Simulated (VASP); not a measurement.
A convergence study with VASP on As: one setting is varied, all else stays as given below, so the limit is that of these other settings.

```
CELL_PARAMETERS angstrom
      3.77880     0.00000     0.00000
     -1.88940     3.27254     0.00000
      0.00000     0.00000    22.34792
ATOMIC_POSITIONS crystal
  As 0.00000 0.00000 0.37048
  As 0.66667 0.33333 0.31323
  As 0.66667 0.33333 0.52862
  As 0.33333 0.66667 0.47137
  As 0.33333 0.66667 0.68677
  As 0.00000 0.00000 0.62952
```

All values below come from PBE GGA, VASP's PBE PAW potentials (set 64) (plane waves; VASP). The tightest run used: 300 eV cut-off, 26×26×1 Γ-centred mesh, Fermi-Dirac smearing of 0.10 eV, potentials As.

Question: The settings run are 2×2×1 mesh; 3×3×1 mesh; 4×4×1 mesh; 5×5×1 mesh; 6×6×1 mesh; 7×7×1 mesh; 10×10×1 mesh; 12×12×1 mesh; 14×14×1 mesh; 16×16×1 mesh; 19×19×1 mesh; 22×22×1 mesh; 26×26×1 mesh. From which on does the largest force stay within 0.02 eV/Å of the tightest run?

Answer: From 10×10×1 mesh on: it is off by 0.003 there and by no more than 0.02 in any finer run, while 7×7×1 mesh is off by 0.075.
```tsv
setting	E (eV/atom)	largest force (eV/Å)	irreducible k-points	difference judged (eV/Å)
2×2×1 mesh	-4.2185	0.814	2	0.376
3×3×1 mesh	-4.6157	0.138	3	0.300
4×4×1 mesh	-4.6670	0.212	4	0.226
5×5×1 mesh	-4.6588	0.239	5	0.200
6×6×1 mesh	-4.6542	0.317	7	0.121
7×7×1 mesh	-4.6509	0.363	8	0.075
10×10×1 mesh	-4.6470	0.435	14	0.003
12×12×1 mesh	-4.6465	0.446	19	0.008
14×14×1 mesh	-4.6464	0.444	24	0.006
16×16×1 mesh	-4.6465	0.440	30	0.002
19×19×1 mesh	-4.6465	0.437	40	0.001
22×22×1 mesh	-4.6464	0.437	52	0.001
26×26×1 mesh	-4.6464	0.438	70	0.000
```

Left out are rungs that failed or repeat a setting and relaxations that didn't move; long series are thinned to 24 rows.

The cell is a sheet or thin cut with vacuum, built from a generated structure.
